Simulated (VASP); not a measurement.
A run of VASP 6.6.1 is set up as follows.

Contents of INCAR:

```
ALGO = Fast
EDIFF = 1E-6
ENCUT = 520
GGA = PE
ISIF = 2
ISMEAR = 0
LASPH = True
LCHARG = False
LREAL = Auto
LWAVE = False
NBANDS = 48
NELECT = 66.0
NELM = 100
PREC = Accurate
SIGMA = 0.02
```

Contents of KPOINTS:

```
k-points
0
Gamma
  2 2 2
```

Contents of POSCAR:

```
LiSi16
1.0
    0.0000000000      5.4300000000      5.4300000000
    5.4300000000      0.0000000000      5.4300000000
    5.4300000000      5.4300000000      0.0000000000
Si Li
16 1
Direct
    0.0084895028      0.0084843462     -0.0260116022
    0.1191738490      0.1190587477      0.1201611418
   -0.0020396869     -0.0011540516      0.4958135359
    0.1314618785      0.1322101289      0.6031703499
   -0.0128895028      0.5047686924      0.0027453039
    0.1192022099      0.6409697974      0.1201346225
   -0.0020317680      0.5064512891      0.4957809392
    0.1188725599      0.6253534070      0.6294611418
    0.5048042357     -0.0129852670      0.0028022099
    0.6413315838      0.1190621547      0.1199393186
    0.5056130755     -0.0011355433      0.4957117864
    0.6245168508      0.1196857274      0.6294757827
    0.5047867403      0.5047546961      0.0028267035
    0.6165753223      0.6163795580      0.1501057090
    0.4916948435      0.4925357274      0.5223082873
    0.6245316759      0.6253782689      0.6294924494
    0.2897836096      0.2895755064      1.1305283610
```

Potentials or basis: VASP PAW PBE potentials, release 64 (Si, Li_sv).

Command:

```console
$ cat potpaw_PBE.64/Si/POTCAR potpaw_PBE.64/Li_sv/POTCAR > POTCAR
$ mpirun -np 1 vasp_std > vasp.out
```

Problem. What does it give for the band gap on the k mesh?

Solution. 0.37 eV, direct.

Problem. Estimate the largest force.

Solution. 0.711 eV/Å.

Forces on the atoms (eV/Å):
```
Si  -0.035 -0.010  0.031
Si  -0.038 -0.046  0.028
Si  -0.032 -0.025  0.019
Si  -0.022 -0.030  0.024
Si  -0.035  0.001  0.032
Si  -0.022 -0.051  0.041
Si  -0.019 -0.024  0.032
Si  -0.022 -0.018  0.024
Si  -0.009 -0.032  0.034
Si  -0.024 -0.042  0.021
Si  -0.037 -0.013  0.037
Si  -0.015 -0.021  0.020
Si  -0.036 -0.031  0.013
Si  -0.023 -0.033  0.020
Si  -0.020 -0.015  0.021
Si  -0.020 -0.021  0.014
Li   0.409  0.411 -0.412
```

Caveat: the k mesh is coarse (spacing up to 0.50 Å⁻¹), so the values aren't converged; the cell carries a net charge on a neutralising background, which shifts energy and pressure; the cell is charged against a uniform background, so pressure and absolute levels hang on convention.
